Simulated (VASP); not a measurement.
These are optB86b-vdW, VASP's PBE PAW potentials (set 64) (plane waves; VASP) values and carry that method's errors.

VASP ran on this input.

POSCAR:
```
Se
4.1121040
  0.4999999458  -0.8660253070   0.0000000000
  0.4999999458   0.8660253070   0.0000000000
  0.0000000000   0.0000000000   1.2560403165
Se
3
direct
  0.0000000000   0.2461549604   0.6666670000
  0.7538450396   0.7538450396   0.0000000000
  0.2461549604   0.0000000000   0.3333330000
```

INCAR:
```
SYSTEM = Se
PREC = Accurate
ENCUT = 520
EDIFF = 1E-7
NELM = 100
ALGO = Normal
LREAL = .FALSE.
LASPH = .TRUE.
ISMEAR = 0
SIGMA = 0.05
GGA = MK
PARAM1 = 0.1234
PARAM2 = 1.0
LUSE_VDW = .TRUE.
AGGAC = 0.0
LMAXMIX = 4
LWAVE = .FALSE.
LCHARG = .FALSE.
LORBIT = 11
ICHARG = 11
```

File KPOINTS:
```
k-points along high-symmetry lines
10
Line-mode
Reciprocal
  0.000000   0.000000   0.000000 ! GAMMA
  0.500000   0.000000   0.000000 ! M

  0.500000   0.000000   0.000000 ! M
  0.333333   0.333333   0.000000 ! K

  0.333333   0.333333   0.000000 ! K
  0.000000   0.000000   0.000000 ! GAMMA

  0.000000   0.000000   0.000000 ! GAMMA
  0.000000   0.000000   0.500000 ! A

  0.000000   0.000000   0.500000 ! A
  0.500000   0.000000   0.500000 ! L

  0.500000   0.000000   0.500000 ! L
  0.333333   0.333333   0.500000 ! H

  0.333333   0.333333   0.500000 ! H
  0.000000   0.000000   0.500000 ! A

  0.500000   0.000000   0.500000 ! L
  0.500000   0.000000   0.000000 ! M

  0.333333   0.333333   0.500000 ! H
  0.333333   0.333333   0.000000 ! K
```

POTCAR, in this order: Se (PBE.64 set). Program: vasp_std. Read from the step before: CHGCAR.

The resulting files:

File OUTCAR:
```
 ion  position               nearest neighbor table
   1  0.000  0.246  0.667-   2 2.46   3 2.46
   2  0.754  0.754  0.000-   1 2.46   3 2.46
   3  0.246  0.000  0.333-   2 2.46   1 2.46
  LATTYP: Found a hexagonal cell.
 ALAT       =     4.1121035439
 C/A-ratio  =     1.2560404558
 Subroutine PRICEL returns:
 Original cell was already a primitive cell.
 Subroutine GETGRP returns: Found  6 space group operations
The static configuration has the point symmetry C_2 .
 The point group associated with its full space group is D_3 .
The dynamic configuration has the point symmetry C_2 .
 Subroutine INISYM returns: Found  6 space group operations
   k-points           NKPTS =     90   k-points in BZ     NKDIM =     90   number of bands    NBANDS=     13
   number of dos      NEDOS =    301   number of ions     NIONS =      3
   total plane-waves  NPLWV =  40960
   dimension x,y,z NGX =    32 NGY =   32 NGZ =   40
   dimension x,y,z NGXF=    64 NGYF=   64 NGZF=   80
   ions per type =               3
   PREC   = accura    normal or accurate (medium, high low for compatibility)
   ISTART =      0    job   : 0-new  1-cont  2-samecut
   ICHARG =     11    charge: 1-file 2-atom 10-const
   ISPIN  =      1    spin polarized calculation?
   LNONCOLLINEAR =      F non collinear calculations
...
```

**OSZICAR**
```
       N       E                     dE             d eps       ncg     rms          rms(c)
DAV:   1     0.929347849781E+02    0.92935E+02   -0.74669E+03  2340   0.116E+03
DAV:   2     0.867222347195E+00   -0.92068E+02   -0.88276E+02  3174   0.177E+02
DAV:   3    -0.523964384960E+01   -0.61069E+01   -0.60513E+01  2740   0.529E+01
DAV:   4    -0.530300274756E+01   -0.63359E-01   -0.63199E-01  2770   0.616E+00
DAV:   5    -0.530353247049E+01   -0.52972E-03   -0.52963E-03  2885   0.555E-01
DAV:   6    -0.530354054879E+01   -0.80783E-05   -0.80782E-05  2840   0.645E-02
DAV:   7    -0.530354073504E+01   -0.18625E-06   -0.18626E-06  2875   0.829E-03
DAV:   8    -0.530354073994E+01   -0.48905E-08   -0.48845E-08  2277   0.123E-03
   1 F= -.53035407E+01 E0= -.53035407E+01  d E =-.625804E-11
```

**OUTCAR**
```
 val. band max:        3.3315767742   @ k =   0.3704   0.2593   0.5000

 cond. band min:       3.7927141374   @ k =   0.3333   0.3333   0.5000



 k-point     1 :       0.0000    0.0000    0.0000
  band No.  band energies     occupation
      1     -12.4417      2.00000
      2      -8.5460      2.00000
      3      -8.5460      2.00000
      4      -0.2266      2.00000
      5      -0.0936      2.00000
      6      -0.0936      2.00000
      7       1.5084      2.00000
      8       1.5084      2.00000
      9       2.8113      2.00000
     10       4.7296      0.00000
     11       4.7296      0.00000
     12       5.3268      0.00000
     13       9.7603      0.00000

 k-point     2 :       0.0556    0.0000    0.0000
  band No.  band energies     occupation
      1     -12.4224      2.00000
      2      -8.5554      2.00000
      3      -8.5421      2.00000
      4      -0.4456      2.00000
      5      -0.1903      2.00000
      6      -0.0306      2.00000
      7       1.5412      2.00000
      8       1.6560      2.00000
      9       2.8098      2.00000
     10       4.6709      0.00000
     11       4.7239      0.00000
     12       5.3271      0.00000
     13       9.6994      0.00000

 k-point     3 :       0.1111    0.0000    0.0000
  band No.  band energies     occupation
      1     -12.3652      2.00000
      2      -8.5852      2.00000
      3      -8.5305      2.00000
      4      -0.8179      2.00000
      5      -0.3977      2.00000
      6      -0.0453      2.00000
      7       1.6212      2.00000
      8       1.9350      2.00000
      9       2.7682      2.00000
     10       4.5769      0.00000
     11       4.7172      0.00000
     12       5.3435      0.00000
     13       9.6263      0.00000

 k-point     4 :       0.1667    0.0000    0.0000
  band No.  band energies     occupation
      1     -12.2733      2.00000
      2      -8.6390      2.00000
      3      -8.5122      2.00000
      4      -1.1979      2.00000
...
```

The density is held fixed in this step, so its total energy and stress have no physical meaning.

The compound is Se in the trig structure. It was relaxed first, which changed the volume by -8 %.
